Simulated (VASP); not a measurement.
Runs of VASP 6.6.1 on FeSi. The structure is cubic, space group P2_13 (No. 198). The conventional cell has a = 4.551 Å, b = 4.551 Å, c = 4.551 Å, α = 90.00°, β = 90.00°, γ = 90.00°. Fe (site symmetry 3) has 7 Si at 2.32 to 2.55 Å as nearest neighbours. Around Si (site symmetry 3) lie 7 Fe at 2.32 to 2.55 Å. 

| level | potentials or basis | gap on the mesh (eV) |
| --- | --- | --- |
| r2SCAN | VASP PAW PBE potentials, release 64 (Fe, Si) | (a) |
| TB-mBJ | VASP PAW PBE potentials, release 64 (Fe, Si) | (b) |
| PBEsol | VASP PAW PBE potentials, release 64 (Fe, Si) | 0.12 |
| PBE | VASP PAW PBE potentials, release 64 (Fe, Si) | 0.14 |
| LDA | VASP PAW LDA potentials, release 64 (Fe, Si) | 0.10 |

Alike in all rows: task band structure; no spin polarisation; cell as given; k mesh 6 × 6 × 6; cutoff (eV) 520; smearing fermi-dirac 0.01 eV.

Q: Estimate the missing entries.

A: (a) 0.30; (b) 0.35.

A k mesh can miss the band edges.

Not every run made on this cell is shown here.
